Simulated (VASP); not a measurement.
Here is the system:

```xyz
3
Lattice="1.8109 -3.1365 0.0000 1.8109 3.1365 0.0000 0.0000 0.0000 5.7663" Properties=species:S:1:pos:R:3 pbc="T T T"
Zr     0.0000     0.0000     0.0000
S      1.8109     1.0455     1.4423
S      1.8109    -1.0455     4.3240
```

All values below come from rev-vdW-DF2, VASP's PBE PAW potentials (set 64) (plane waves; VASP). Settings: 520 eV cut-off, 7×7×4 Γ-centred mesh, Gaussian smearing of 0.050 eV, potentials Zr_sv S.

Task: The ions and cell shape at fixed volume are relaxed. What does this cell relax into?

Result: 
```xyz
3
Lattice="1.8207 -3.1535 0.0000 1.8207 3.1535 0.0000 0.0000 0.0000 5.7044" Properties=species:S:1:pos:R:3 pbc="T T T"
Zr     0.0000     0.0000     5.7044
S      1.8207     1.0512     1.4620
S      1.8207    -1.0512     4.2424
```
Space group P-3m1 (164), at a tolerance of 0.03 Å.

Task: How much energy does the relaxation gain?

Result: The energy (σ→0) changes by -4.6 meV/atom, in 5 ionic steps.

| step | E(σ→0) (eV) | max force (eV/Å) | pressure (GPa) | volume (Å³) |
|---|---|---|---|---|
| 1 | -16.6462 | 0.380 | 3.05 | 65.50 |
| 2 | -16.6564 | 0.161 | 1.95 | 65.50 |
| 3 | -16.6590 | 0.019 | 1.06 | 65.50 |
| 4 | -16.6600 | 0.009 | 0.95 | 65.50 |
| 5 | -16.6601 | 0.002 | 0.87 | 65.50 |

The compound is ZrS2 in the 1T layered structure. This cell is one point of a volume scan, at 0.97 of the reference volume. Symmetry was kept, so distortions that lower it aren't found.
